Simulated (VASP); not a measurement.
```
CELL_PARAMETERS angstrom
     -2.35503     2.35503     5.80311
      2.35503    -2.35503     5.80311
      2.35503     2.35503    -5.80311
ATOMIC_POSITIONS crystal
  Sr 0.00000 0.00000 0.00000
  Ag 0.25000 0.75000 0.50000
  Ag 0.75000 0.25000 0.50000
  Sn 0.37881 0.37881 0.00000
  Sn 0.62119 0.62119 0.00000
```

These are LDA (Ceperley-Alder, Perdew-Zunger), VASP's LDA PAW potentials (set 64) (plane waves; VASP 6.6.1) values and carry that method's errors. Run with 300 eV cut-off, 6×6×6 Γ-centred mesh, Gaussian smearing of 0.050 eV, potentials Sr_sv Ag Sn_d.

At this cut-off the stress carries a Pulay error, which pulls relaxed volumes low. Energy and stress use the plane-wave basis of the starting cell.

Task: The ions, cell shape and volume are relaxed. Which structure does the run end with?

Result: 
```
CELL_PARAMETERS angstrom
     -2.28094     2.28094     5.71441
      2.28094    -2.28094     5.71441
      2.28094     2.28094    -5.71441
ATOMIC_POSITIONS crystal
  Sr 0.00000 0.00000 0.00000
  Ag 0.25000 0.75000 0.50000
  Ag 0.75000 0.25000 0.50000
  Sn 0.37923 0.37923 0.00000
  Sn 0.62077 0.62077 0.00000
```
Space group I4/mmm (139), at a tolerance of 0.03 Å.

Task: How do energy and volume change from the first to the last step?

Result: The energy (σ→0) changes by -29.6 meV/atom and the volume by -7.6 %, in 13 ionic steps.

```csv
step,E(σ→0) (eV),max force (eV/Å),pressure (GPa),volume (Å³)
1,-20.3465,0.243,-4.41,128.74
2,-20.4705,0.235,2.08,115.97
3,-20.4917,0.084,-0.02,119.21
4,-20.4917,0.092,0.09,119.02
5,-20.4929,0.062,0.12,118.93
6,-20.4943,0.034,0.16,118.66
7,-20.4944,0.024,0.16,118.69
8,-20.4944,0.001,-0.17,119.25
9,-20.4946,0.012,-0.04,118.98
10,-20.4946,0.014,0.00,118.94
11,-20.4946,0.013,-0.02,118.96
12,-20.4946,0.012,-0.01,118.97
13,-20.4946,0.006,0.03,118.92
```

The structure comes from a computed database's Ag2Sn2Sr entry (I4/mmm); how it stands against other phases isn't given here. This run relaxes it. Symmetry was kept, so distortions that lower it aren't found. The k-mesh is coarse (spacing up to 0.32 per Å, 2π included), so the numbers may not be converged in it. The run is one of a series of settings (EDIFFG = -0.01, IBRION = 2, ISIF = 3, NSW = 50 against the base run), some of them coarse on purpose.
